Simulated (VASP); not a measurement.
Output of a VASP run:

OSZICAR:
```
       N       E                     dE             d eps       ncg     rms          rms(c)
DAV:   1     0.313003804079E+03    0.31300E+03   -0.21231E+04  1320   0.279E+03
DAV:   2     0.120603152006E+02   -0.30094E+03   -0.29091E+03  1398   0.489E+02
DAV:   3    -0.198892415073E+02   -0.31950E+02   -0.31708E+02  1512   0.168E+02
DAV:   4    -0.205521596612E+02   -0.66292E+00   -0.66137E+00  1512   0.243E+01
DAV:   5    -0.205570784891E+02   -0.49188E-02   -0.49185E-02  1494   0.208E+00    0.186E+01
DAV:   6    -0.170912091787E+02    0.34659E+01   -0.11016E+01  2188   0.697E+01    0.118E+01
DAV:   7    -0.172866125640E+02   -0.19540E+00   -0.28013E+00  1320   0.190E+01    0.668E+00
DAV:   8    -0.173034402354E+02   -0.16828E-01   -0.64199E-01  1992   0.896E+00    0.169E+00
DAV:   9    -0.172516873382E+02    0.51753E-01   -0.16178E-01  2168   0.778E+00    0.277E-01
DAV:  10    -0.172550193717E+02   -0.33320E-02   -0.46257E-02  1340   0.169E+00    0.180E-01
DAV:  11    -0.172547450117E+02    0.27436E-03   -0.18745E-03  1974   0.842E-01    0.478E-02
DAV:  12    -0.172548015465E+02   -0.56535E-04   -0.32409E-04  1526   0.349E-01    0.272E-02
DAV:  13    -0.172547996464E+02    0.19001E-05   -0.31262E-05  1686   0.143E-01    0.102E-02
DAV:  14    -0.172548001589E+02   -0.51253E-06   -0.12012E-05  1410   0.292E-02    0.450E-03
DAV:  15    -0.172547997176E+02    0.44126E-06   -0.15339E-06   936   0.150E-02
   1 F= -.93564215E+01 E0= -.93564215E+01  d E =-.935642E+01
```

OUTCAR:
```
------------------------ aborting loop because EDIFF is reached ----------------------------------------
  FORCE on cell =-STRESS in cart. coord.  units (eV):
  Direction    XX          YY          ZZ          XY          YZ          ZX
  --------------------------------------------------------------------------------------
  Total        7.8968608      7.8968636      7.8800575      0.0000000      0.0000000      0.0000000
  in kB      299.9423669    299.9424736    299.3041333      0.0000000      0.0000000      0.0000000
  external PRESSURE =      -0.2703421 kB  Pullay stress =     300.0000000 kB
  volume of cell :       42.18
      direct lattice vectors                 reciprocal lattice vectors
     1.557063895 -2.696914256  0.000000000     0.321117201 -0.185397070  0.000000000
     1.557063895  2.696914256  0.000000000     0.321117201  0.185397070  0.000000000
     0.000000000  0.000000000  5.022543231     0.000000000  0.000000000  0.199102318
  FREE ENERGIE OF THE ION-ELECTRON SYSTEM (eV)
  ---------------------------------------------------
  free  energy   TOTEN  =       -17.2547997176 eV

  energy  without entropy=      -17.2547997176  energy(sigma->0) =      -17.25479972
  enthalpy is  TOTEN    =        -9.3564215231 eV   P V=        7.8983781946

 reached required accuracy - stopping structural energy minimisation
```
(Selected blocks of OUTCAR.)

**POSCAR**
```
ZnO
1
    1.5570638950    -2.6969142562     0.0000000000
    1.5570638950     2.6969142562    -0.0000000000
    0.0000000000     0.0000000000     5.0225432309
Zn O
2 2
Direct
  0.6666670000   0.3333330000   0.5014129460
  0.3333330000   0.6666670000   0.0014129460
  0.6666670000   0.3333330000   0.8805870540
  0.3333330000   0.6666670000   0.3805870540
```

Write an INCAR and KPOINTS that could have produced this output.

This is not unique; one that fits is the input of the run itself, PBE GGA, plane waves, VASP's PBE PAW potentials (set 64).

INCAR:
```
! general
SYSTEM  = ZnO
PREC    = Accurate
ENCUT   = 620
LREAL   = .FALSE.
LASPH   = .TRUE.

! electronic loop
EDIFF   = 1E-6
NELM    = 100
ALGO    = Normal
LMAXMIX = 4

! smearing
ISMEAR  = 0
SIGMA   = 0.05

! functional
GGA     = PE

! ions
IBRION  = 2
NSW     = 40
ISIF    = 3
EDIFFG  = -0.02
PSTRESS = 300

! output
LWAVE   = .FALSE.
LCHARG  = .FALSE.
```

**KPOINTS**
```
Automatic
0
Gamma
8 8 5
0 0 0
```

POTCAR, in this order: Zn O (PBE.64 set). Program: vasp_std.

The compound is ZnO in the wurtzite structure. It was relaxed first under an external pressure of 30 GPa.
